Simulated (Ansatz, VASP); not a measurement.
## MoRu4: VASP beside Ansatz

```
CELL_PARAMETERS angstrom
2.73794 0.00000 0.00000
-1.36897 2.37112 0.00000
0.00000 0.00000 21.86506
ATOMIC_POSITIONS crystal
Mo 0.66667 0.33333 0.79833
Mo 0.66667 0.33333 0.20167
Ru 0.33333 0.66667 0.69740
Ru 0.33333 0.66667 0.90177
Ru 0.33333 0.66667 0.09823
Ru 0.33333 0.66667 0.30260
Ru 0.33333 0.66667 0.50000
Ru 0.66667 0.33333 0.00000
Ru 0.66667 0.33333 0.40298
Ru 0.66667 0.33333 0.59702
```

Alike in both runs: functional PBE; k mesh 6 × 6 × 1; occupations gaussian, width 0.1 eV; no spin polarisation.

Ansatz relaxed the structure, and its values are those at the end. VASP's run is a single point on that final structure, the one shown.

|  | VASP | Ansatz |
| --- | --- | --- |
| version | VASP 6.6.1 | Ansatz 0.2.0 |
| potentials or method | VASP PAW PBE potentials, release 64 (Mo_sv, Ru_pv) | scalar-relativistic, plane waves, PAW |
| plane-wave cutoff (eV) | 520 | 420 |
| valence electrons in the cell | 140 | 156 |

Ansatz gave:

| Property | Result |
| --- | --- |
| gap on the k mesh at the Fermi level (eV) | none |
| pressure (GPa) | 0.0 |
| rms of the force components (eV/Å) | 0.005 |

Q: Estimate VASP's values.

A: gap on the k mesh at the Fermi level (eV): none; pressure (GPa): 0.1; rms of the force components (eV/Å): 0.003.

A gap of «none» marks a metal or a gap that the smearing closes. With one functional, cell and mesh, what is left measures potentials, basis and numerics. The two sets of potentials don't hold the same shells in valence.

Caveats: the k mesh is coarse (spacing up to 0.44 Å⁻¹), so the values aren't converged.
